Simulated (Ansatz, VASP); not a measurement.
# Cross-check of Cu (generalised stacking fault on (111) of Cu) between VASP and Ansatz

Aim: how closely do two programs agree when they are given the same cell, functional and k mesh? The cell is taken from a series of runs on this material, whose earlier steps may have relaxed, scaled, displaced or heated it; both programs get it as it stands.

Main program and level: Ansatz 0.2.0; plane waves, with VASP 6.6.1 beside it; single point at PBE.

## Step 1: The starting structure

The cell holds 12 atoms: 12 Cu. Cell: a = 2.570 Å, b = 2.570 Å, c = 25.188 Å, α = 90.9°, β = 89.1°, γ = 120.0°. It derives from Cu. 48 atoms of Cu, stacked on (1 1 1); one fault a cell: the periodic image above is shifted rigidly by 0.445 A along the in-plane vector of length 4.452 A (<112> type); atoms relaxed along the normal alone with the MACE-MP-0b2 potential. Lattice constants are starting values near those of PBE. Folded to one surface cell (a quarter of the atoms). The structure's axis is c.

## Step 2: VASP: single point, PBE, pair 1

With cell and atoms fixed, the geometry can't cause a difference; cores, projectors, grids and the points listed under the comparison can.

Lines of VASP's logs that name or quote its potential files are left out, and so is its time.

INCAR reads:

```
SYSTEM = Cu
PREC = Accurate
ENCUT = 600
EDIFF = 1E-06
NELM = 120
ISMEAR = -1
SIGMA = 0.1
LREAL = .FALSE.
ALGO = Normal
GGA = PE
NBANDS = 81
LASPH = .TRUE.
LORBIT = 11
LWAVE = .FALSE.
LCHARG = .FALSE.
ISIF = 2
GGA_COMPAT = .FALSE.
KPAR = 2
```

POSCAR reads:

```
Cu
1.0
    2.5703400000      0.0000000000      0.0000000000
   -1.2851600000      2.2259800000      0.0000000000
    0.3855500000     -0.2226000000     25.1840200000
Cu
12
Direct
    0.9800700000      0.0199300000      0.1992000000
    0.3051100000      0.6948900000      0.2821550000
    0.6301200000      0.3698800000      0.3654050000
    0.9551300000      0.0448700000      0.4486850000
    0.2801300000      0.7198700000      0.5319600000
    0.6051400000      0.3948600000      0.6152350000
    0.9301400000      0.0698600000      0.6985050000
    0.2551500000      0.7448500000      0.7817800000
    0.5801500000      0.4198500000      0.8650550000
    0.9051600000      0.0948400000      0.9483350000
    0.2301700000      0.7698300000      0.0315850000
    0.5552100000      0.4447900000      0.1145400000
```

KPOINTS reads:

```
Automatic mesh
0
Gamma
12 12 1
0 0 0
```

Potentials, in the order of the species: Cu (PBE family, release 64).

Command:

```bash
> mpirun -np 2 vasp_std
```

Numbers of over 12 decimals in the logs are rounded to 6 here.

Output:

```text
[banner, memory and clock lines left out]
running    2 mpi-ranks, on    1 nodes
 distrk:  each k-point on    1 cores,    2 groups
 distr:  one band on    1 cores,    1 groups

 POSCAR found type information on POSCAR Cu
 POSCAR found :  1 types and      12 ions
 LDA part: xc-table for (Slater+PW92), standard interpolation
 POSCAR, INCAR and KPOINTS ok, starting setup
 FFT: planning ... GRIDC
 FFT: planning ... GRID_SOFT
 FFT: planning ... GRID
 WAVECAR not read
 entering main loop
       N       E                     dE             d eps       ncg     rms          rms(c)
DAV:   1     0.139865299286E+04    0.13987E+04   -0.59479E+04  6966   0.326E+03
DAV:   2     0.195565577154E+03   -0.12031E+04   -0.11630E+04  6966   0.606E+02
DAV:   3    -0.402807265916E+02   -0.23585E+03   -0.21933E+03  6974   0.289E+02
DAV:   4    -0.552208082230E+02   -0.14940E+02   -0.14539E+02  7667   0.995E+01
DAV:   5    -0.554958804586E+02   -0.27507E+00   -0.27467E+00  7911   0.156E+01    0.265E+01
DAV:   6    -0.489004939018E+02    0.65954E+01   -0.11021E+02  7875   0.130E+02    0.135E+01
DAV:   7    -0.447922567936E+02    0.41082E+01   -0.19205E+01  8076   0.609E+01    0.246E+00
DAV:   8    -0.449954965490E+02   -0.20324E+00   -0.47687E+00  8708   0.502E+01    0.267E+00
DAV:   9    -0.447925261727E+02    0.20297E+00   -0.22016E+00 12667   0.292E+01    0.167E+00
DAV:  10    -0.447608283923E+02    0.31698E-01   -0.36186E-01  9499   0.933E+00    0.147E+00
DAV:  11    -0.447540859348E+02    0.67425E-02   -0.10501E-01  7723   0.422E+00    0.112E+00
DAV:  12    -0.447356902671E+02    0.18396E-01   -0.43130E-02  8091   0.362E+00    0.386E-01
DAV:  13    -0.447348466091E+02    0.84366E-03   -0.17999E-02  8228   0.156E+00    0.150E-01
DAV:  14    -0.447347798397E+02    0.66769E-04   -0.24756E-03  8218   0.927E-01    0.936E-02
DAV:  15    -0.447347331279E+02    0.46712E-04   -0.50516E-04  7905   0.444E-01    0.734E-02
DAV:  16    -0.447346764248E+02    0.56703E-04   -0.17338E-04  7882   0.339E-01    0.406E-02
DAV:  17    -0.447346641486E+02    0.12276E-04   -0.70159E-05  9380   0.171E-01    0.238E-02
DAV:  18    -0.447346637759E+02    0.37274E-06   -0.19495E-05  7617   0.472E-02    0.194E-02
DAV:  19    -0.447346618611E+02    0.19148E-05   -0.31018E-06  5353   0.455E-02    0.153E-02
DAV:  20    -0.447346598027E+02    0.20584E-05   -0.88166E-06  6765   0.521E-02    0.690E-03
DAV:  21    -0.447346594054E+02    0.39728E-06   -0.23698E-06  5264   0.262E-02
   1 F= -.44734659E+02 E0= -.44661724E+02  d E =-.145870E+00
```

From OUTCAR (step 2):

```text
ion  position               nearest neighbor table
   1  0.980  0.020  0.199-  12 2.51  12 2.51   2 2.56   2 2.56   2 2.56
   2  0.305  0.695  0.282-   1 2.56   1 2.56   1 2.56   3 2.57   3 2.57   3 2.57
   3  0.630  0.370  0.365-   2 2.57   2 2.57   2 2.57   4 2.57   4 2.57   4 2.57
   4  0.955  0.045  0.449-   5 2.57   5 2.57   5 2.57   3 2.57   3 2.57   3 2.57
   5  0.280  0.720  0.532-   4 2.57   6 2.57   6 2.57   4 2.57   6 2.57   4 2.57
   6  0.605  0.395  0.615-   7 2.57   7 2.57   7 2.57   5 2.57   5 2.57   5 2.57
   7  0.930  0.070  0.699-   6 2.57   6 2.57   6 2.57   8 2.57   8 2.57   8 2.57
   8  0.255  0.745  0.782-   9 2.57   7 2.57   7 2.57   9 2.57   7 2.57   9 2.57
   9  0.580  0.420  0.865-   8 2.57   8 2.57   8 2.57  10 2.57  10 2.57  10 2.57
  10  0.905  0.095  0.948-  11 2.57  11 2.57  11 2.57   9 2.57   9 2.57   9 2.57
  11  0.230  0.770  0.032-  12 2.56  12 2.56  12 2.56  10 2.57  10 2.57  10 2.57
  12  0.555  0.445  0.115-   1 2.51   1 2.51  11 2.56  11 2.56  11 2.56

  LATTYP: Found a base centered monoclinic cell.
 ALAT       =     4.4519509443
 B/A-ratio  =     0.5773525496
 C/A-ratio  =     5.6577341112
 COS(beta)  =    -0.0176749601

 Subroutine GETGRP returns: Found  4 space group operations
 (whereof  2 operations were pure point group operations)

The static configuration has the point symmetry C_1h.
 The point group associated with its full space group is C_2h.

 Found     43 irreducible k-points:

   k-points           NKPTS =     43   k-points in BZ     NKDIM =     43   number of bands    NBANDS=     81

   dimension x,y,z NGX =    24 NGY =   24 NGZ =  210
   dimension x,y,z NGXF=    48 NGYF=   48 NGZF=  420

   ENCUT  =  600.0 eV  44.10 Ry    6.64 a.u.   5.13  5.13 50.31*2*pi/ulx,y,z

   NELECT =     132.0000    total number of electrons

 k-points in reciprocal lattice and weights: Automatic mesh
   0.00000000  0.00000000  0.00000000       0.007
   0.08333333 -0.00000000  0.00000000       0.028
   0.16666667  0.00000000  0.00000000       0.028
   0.25000000  0.00000000 -0.00000000       0.028
   0.33333333  0.00000000  0.00000000       0.028
   0.41666667  0.00000000 -0.00000000       0.028
   0.50000000  0.00000000 -0.00000000       0.014
   0.08333333  0.08333333  0.00000000       0.014
   0.16666667  0.08333333  0.00000000       0.028
[...]
-0.41666667  0.41666667  0.00000000       0.014
   0.50000000  0.50000000 -0.00000000       0.007

 average (electrostatic) potential at core
       1 -63.8620       2 -63.8765       3 -63.8734       4 -63.8741       5 -63.8740
       6 -63.8741       7 -63.8741       8 -63.8741       9 -63.8742      10 -63.8735
      11 -63.8766      12 -63.8621

 E-fermi :   7.3227

 k-point     1 :       0.0000    0.0000    0.0000
  band No.  band energies     occupation
    ...
     68       5.6954      2.00000
     69       5.7064      2.00000
     70       5.7395      2.00000
     71       5.7824      2.00000
     72       6.4283      1.99974
     73      11.0542      0.00000
     74      12.6620      0.00000
     75      12.6931      0.00000
     76      15.8616      0.00000
     77      15.9057      0.00000
    ...

 k-point     2 :       0.0833   -0.0000    0.0000
  band No.  band energies     occupation
    ...
     68       5.7441      2.00000
     69       5.8428      2.00000
     70       6.3872      1.99983
     71       6.4789      1.99957
     72       7.2651      1.28008
     73      11.1147      0.00000
     74      12.7867      0.00000
     75      12.8391      0.00000
     76      16.0181      0.00000
     77      16.0875      0.00000
    ...

 k-point     3 :       0.1667    0.0000    0.0000
  band No.  band energies     occupation
    ...
     66       5.7637      2.00000
     67       5.8146      2.00000
     68       6.0460      1.99999
     69       6.3982      1.99981
     70       7.2930      1.14737
     71       7.4727      0.36475
     72       8.5762      0.00001
     73      11.3238      0.00000
     74      13.2058      0.00000
     75      13.2853      0.00000
    ...

  Total        0.0119188      0.3090984      0.1323238      0.2573685      0.1216403     -0.2106854
  in kB        0.1325281      3.4369284      1.4713353      2.8617323      1.3525431     -2.3426539
  external PRESSURE =       1.6802639 kB  Pullay stress =       0.0000000 kB

  energy-cutoff  :      600.00
  volume of cell :      144.09
      direct lattice vectors                 reciprocal lattice vectors
     2.570340000  0.000000000  0.000000000     0.389053588  0.224618420 -0.003970754
    -1.285160000  2.225980000  0.000000000     0.000000000  0.449240335  0.003970808
     0.385550000 -0.222600000 25.184020000     0.000000000  0.000000000  0.039707719

 POSITION                                       TOTAL-FORCE (eV/Angst)
 -----------------------------------------------------------------------------------
      2.57030      0.00002      5.01666        -0.099245      0.057299     -0.002743
     -0.00002      1.48400      7.10580         0.003930     -0.002269      0.029756
      1.28515      0.74201      9.20237        -0.002314      0.001336      0.002229
      2.57033      0.00000     11.29969        -0.000828      0.000478     -0.000987
     -0.00002      1.48400     13.39689         0.000906     -0.000523     -0.000166
      1.28516      0.74200     15.49409        -0.000222      0.000128     -0.000119
      2.57030      0.00002     17.59116         0.000222     -0.000128      0.000119
     -0.00001      1.48400     19.68836        -0.000906      0.000523      0.000166
      1.28513      0.74202     21.78556         0.000828     -0.000478      0.000987
      2.57031      0.00001     23.88289         0.002314     -0.001336     -0.002229
     -0.38556      1.70660      0.79544        -0.003930      0.002269     -0.029756
      0.89961      0.96460      2.88458         0.099245     -0.057299      0.002743
 -----------------------------------------------------------------------------------
    total drift:                               -0.000009      0.000005     -0.000299

  FREE ENERGIE OF THE ION-ELECTRON SYSTEM (eV)
  ---------------------------------------------------
  free  energy   TOTEN  =       -44.7346594054 eV

  energy  without entropy=      -44.5887889965  energy(sigma->0) =      -44.66172420

 total charge
# of ion       s       p       d       tot
------------------------------------------
    1        0.442   0.368   9.172   9.982
    2        0.443   0.373   9.171   9.986
    3        0.442   0.372   9.170   9.985
    4        0.442   0.372   9.171   9.984
    5        0.442   0.372   9.171   9.984
    6        0.442   0.372   9.171   9.984
    7        0.442   0.372   9.171   9.984
    8        0.442   0.372   9.171   9.984
    9        0.442   0.372   9.171   9.984
   10        0.442   0.372   9.170   9.985
   11        0.443   0.373   9.171   9.986
   12        0.442   0.368   9.172   9.982
--------------------------------------------------
tot          5.309   4.455 110.049 119.813

[... 3 further parts left out ...]
```

The run ends at a pressure of 0.17 GPa, with forces up to 0.11 eV/Å.

## Step 3: Ansatz: single point, PBE, pair 1

Ansatz runs on its default PAW (the set named soft_2) files.

The same cell, functional, mesh and smearing now go to Ansatz, which takes its cutoff from its data sets.

input.yaml reads:

```yaml
crystal:
  lattice:
    - [2.57034, 0.0, 0.0]
    - [-1.28516, 2.22598, 0.0]
    - [0.38555, -0.2226, 25.18402]
  atoms:
    - { symbol: Cu, position: [0.98007, 0.01993, 0.1992] }
    - { symbol: Cu, position: [0.30511, 0.69489, 0.28216] }
    - { symbol: Cu, position: [0.63012, 0.36988, 0.36541] }
    - { symbol: Cu, position: [0.95513, 0.04487, 0.44869] }
    - { symbol: Cu, position: [0.28013, 0.71987, 0.53196] }
    - { symbol: Cu, position: [0.60514, 0.39486, 0.61524] }
    - { symbol: Cu, position: [0.93014, 0.06986, 0.69851] }
    - { symbol: Cu, position: [0.25515, 0.74485, 0.78178] }
    - { symbol: Cu, position: [0.58015, 0.41985, 0.86506] }
    - { symbol: Cu, position: [0.90516, 0.09484, 0.94834] }
    - { symbol: Cu, position: [0.23017, 0.76983, 0.03159] }
    - { symbol: Cu, position: [0.55521, 0.44479, 0.11454] }
kpoints:
  mp_grid: { grid: [12, 12, 1] }
hamiltonian:
  xc: pbe
scf:
  occupations: { method: fermi_dirac, width: 0.1 }
output:
  forces: true
  stress: true
  populations: true
  dos:
    method: { smearing: { sigma: 0.08 } }
    de: 0.1
    projected: { site_lists: { Cu: [Cu] } }
  eigenvalues: true
  write_density: true
  write_potential: true
  volumetric_format: npy
```

Command:

```bash
> ansatz run input.yaml --threads 6 --pin off --max-ram 102400MiB --backend cuda --events-out ev --progress --plain --runs-dir out
```

Output:

```text
Warning: the atoms were moved onto the symmetric positions of the space group found under crystal.symmetry.tolerance 1.0e-5 (fractional; no operation is sought that the atoms, as they stand in a round, miss by more than twice it, and no atom is moved by as much as it), and the run uses the moved positions. Before a round's move an operation carried an atom to 1.68e-4 Å from where it should land, the largest such dist [...]
Engine: ansatz 0.2.0, x86_64-unknown-linux-gnu
Pseudopotentials: kind: paw
Pseudopotential: Cu, paw, valence charge 19, recommended cutoff 420 eV (normal), Cu.paw.azcp
Functional definition: PBE
  parameter kappa = 0.804
  parameter beta = 0.066725
  exchange = pbe_x(kappa = kappa, mu = beta*pi^2/3)
  correlation = pbe_c(beta = beta)
device memory: the entry about to start is reckoned to put 11.3 GiB on a device that reports 69.0 GiB free
GPU FFT provider: cuFFT
GPU libraries: cuBLAS 13.8.2, cuFFT 12.4.0, cuSOLVER 12.3.4
Crystal: 12 atoms, lattice volume = 144.091 Å³
Basis set: ecut = 420 eV, 2885 PW (Γ), exchange–correlation on 36×36×360 points (8 copies of the dense FFT grid, shifted against one another)
Bands: 137, of which v1, the nominal top of the filled ones, is band 114 counted from 1 (113 counted from 0)
Symmetry: 4 space group operations
Space group: C2/m (ITA 12), of the structure as read, at distance tolerance 5.2e-5 Å
k-points: 43 of 144
Non-local potential: Cu, projectors of the file, l = 0: 3, l = 1: 2, l = 2: 3, l = 3: 1
PAW form: soft (Blöchl's): semilocal exchange-correlation on the pseudo side does not see the compensation charge
PAW one-centre angular grid: Cu, 590 points (default); XC on 64 Gauss nodes
[...]
SCF iter   4: F=—  HF=-79502.089119 eV  |F-HF|=—  |Δ(HF+E_count)|=   2.00e-3  Δρ=8.49e-5  dr2=4.77e-5  ethr=1.61e-7  ⟨swp⟩=1.0  Hψ=5353  notcnv=0  defer=382
SCF iter   5: F=—  HF=-79502.091203 eV  |F-HF|=—  |Δ(HF+E_count)|=   2.08e-3  Δρ=3.48e-5  dr2=9.95e-6  ethr=2.09e-8  ⟨swp⟩=1.0  Hψ=5471  notcnv=0  defer=382
SCF iter   6: F=—  HF=-79502.091203 eV  |F-HF|=—  |Δ(HF+E_count)|=   2.25e-7  Δρ=8.64e-6  dr2=7.74e-7  ethr=4.36e-9  ⟨swp⟩=1.0  Hψ=5475  notcnv=0  defer=382
SCF iter   7: F=—  HF=-79502.091203 eV  |F-HF|=—  |Δ(HF+E_count)|=   6.90e-8  Δρ=7.93e-6  dr2=1.03e-7  ethr=3.40e-10  ⟨swp⟩=1.9  Hψ=6938  notcnv=0  defer=382
SCF iter   8: F=—  HF=-79502.091203 eV  |F-HF|=—  |Δ(HF+E_count)|=   7.19e-9  Δρ=4.48e-6  dr2=1.15e-7  ethr=4.39e-11  ⟨swp⟩=15.0  Hψ=67169  notcnv=0
SCF iter   9: F=-79502.091203 eV  HF=-79502.091203 eV  |F-HF|=4.95e-9  |Δ(HF+E_count)|=   2.15e-9  Δρ=9.53e-7  dr2=4.60e-9  ethr=4.39e-11  ⟨swp⟩=5.5  Hψ=31844  notcnv=0
SCF 1 converged in 9 iterations: F = -79502.091203 eV  dr2 = 4.60e-9
  greatest PAW one-centre occupation: 1.000 electrons in one spin orbital (limit 2), on the Cu atom at site 11 (counted from 0), in its partial waves of l = 0
SCF converged after 9 iterations
Free energy (F): -79502.091203 eV
Harris-Foulkes:  -79502.091203 eV  (|F-HF|=4.95e-9)
Internal energy: -79501.944397 eV  (E = F + TS)
E sigma→0 (E₀):  -79502.017800 eV
Entropy (-TS):   -0.146807 eV (-12.234 meV/atom)
Fermi energy:    16.362497 eV
--- Per-component energies (eV) ---
  E_band       = -4383.586207
  E_kinetic    = 3596.837944
  E_local      = -48978.211838  (includes V_loc(G=0)·N_el)
  E_nonlocal   = 4678.862779
  E_hartree    = 21564.111135
  E_xc         = -1073.391289
  E_vxc        = -1385.095912  (∫ρ·V_xc dr)
  E_paw        = -19955.655086  (= ΣΔE_a)
  E_vpaw       = -5424.203001  (= ΣTr[D̂ρ^β])
  E_aug_tail   = 0.003054  (compensation charges beyond the density's cutoff)
  E_ewald      = -39334.501096
  E_smearing   = -0.146807  (= −TS)
  E_closure    = 0.000000  (closes the sum)
  Σ components = -79502.091203   (vs F -79502.091203, Δ=0.00e0)
--- Forces (eV/Å), atoms counted from 1 ---
  atom   1  Cu    -0.10005325     0.05776607    -0.00189431
  atom   2  Cu     0.00381493    -0.00220256     0.03048743
  atom   3  Cu    -0.00221265     0.00127748     0.00249663
  atom   4  Cu    -0.00065502     0.00037818    -0.00084087
  atom   5  Cu     0.00077003    -0.00044458    -0.00007158
  atom   6  Cu    -0.00003597     0.00002077    -0.00021423
  atom   7  Cu     0.00003597    -0.00002077     0.00021423
  atom   8  Cu    -0.00077003     0.00044458     0.00007158
  atom   9  Cu     0.00065502    -0.00037818     0.00084087
  atom  10  Cu     0.00221265    -0.00127748    -0.00249663
  atom  11  Cu    -0.00381493     0.00220256    -0.03048743
  atom  12  Cu     0.10005325    -0.05776607     0.00189431
  max |Σ_I F_I| component: 1.39e-17 eV/Å
--- Stress (GPa, compression-positive) ---
       -0.629129       0.281778      -0.247605
        0.281778      -0.303763       0.142956
       -0.247605       0.142956      -0.425030
  P = ⅓ Tr σ = -0.4526 GPa (-4.526 kbar)
--- Band table (eV; the first three rows and the last of 43) ---
  k-point 0: bands = [... 110 lower, 14.5580, 14.5880, 14.6164, 14.7034, 14.7535, 14.7706, 14.7819, 14.8153, ... 19 higher]
  k-point 1: bands = [... 110 lower, 14.5765, 14.6336, 14.6906, 14.7153, 14.7910, 14.8201, 14.9128, 15.4309, ... 19 higher]
  k-point 2: bands = [... 110 lower, 14.6198, 14.7396, 14.7866, 14.8398, 14.8858, 15.1046, 15.4623, 16.3315, ... 19 higher]
  k-point 42: bands = [... 110 lower, 16.1225, 16.8255, 16.8955, 17.3009, 17.3700, 17.5800, 17.6471, 17.7765, ... 19 higher]
--- Löwdin populations: 12 sites ---
  site symbol       q [e]
     0     Cu     18.8374
     1     Cu     18.8362
     2     Cu     18.8366
     3     Cu     18.8365
     4     Cu     18.8366
     5     Cu     18.8364
     6     Cu     18.8364
     7     Cu     18.8366
     8     Cu     18.8365
     9     Cu     18.8366
    10     Cu     18.8362
    11     Cu     18.8374
  spilling = 0.008599 (of n_electrons = 228.000000)
```

In the SCF lines HF is the Harris–Foulkes energy and dr2 the Hartree energy of the density residual, in eV; the loop may stop once dr2 is under the threshold and the program's other checks hold. Hψ counts applications of the Hamiltonian.

## Step 4: Side by side

Known differences besides the potentials themselves: the data sets hold 228 valence electrons in Ansatz (on its default PAW (the set named soft_2) files) and 132 in VASP; the cutoff is 420 eV in Ansatz and 600 eV in VASP. Total energies have different zeros and are not compared.

The two programs side by side:

```csv
quantity,Ansatz,VASP,difference
pressure (GPa),-0.45,0.17,-0.62
```

Forces on 7 of the 12 atoms, those with the largest forces and the largest differences (eV/Å; atoms numbered as in POSCAR):

| atom | Ansatz x, y, z | VASP x, y, z |
| --- | --- | --- |
| Cu1 | -0.100, 0.058, -0.002 | -0.099, 0.057, -0.003 |
| Cu2 | 0.004, -0.002, 0.030 | 0.004, -0.002, 0.030 |
| Cu3 | -0.002, 0.001, 0.003 | -0.002, 0.001, 0.002 |
| Cu9 | 0.001, 0.000, 0.001 | 0.001, 0.000, 0.001 |
| Cu10 | 0.002, -0.001, -0.003 | 0.002, -0.001, -0.002 |
| Cu11 | -0.004, 0.002, -0.030 | -0.004, 0.002, -0.030 |
| Cu12 | 0.100, -0.058, 0.002 | 0.099, -0.057, 0.003 |

The forces differ by 0.4 meV/Å r.m.s., which is 1.3 % of the r.m.s. force of 0.028 eV/Å (both taken over all components).

[end of part 1 of 2]

[Lines on the potential files, build, host, timing and source positions are cut from VASP's logs without a mark.]

[Logs are printed without paths, hosts, clocks, repeated set-up lines and the standing remarks that a program may print on its own settings, such as how far it seeks lower states.]

[Hosts, paths, dates, database ids (printed as entryN), source tags and the programs' standing remarks are cut or masked in the printed files.]
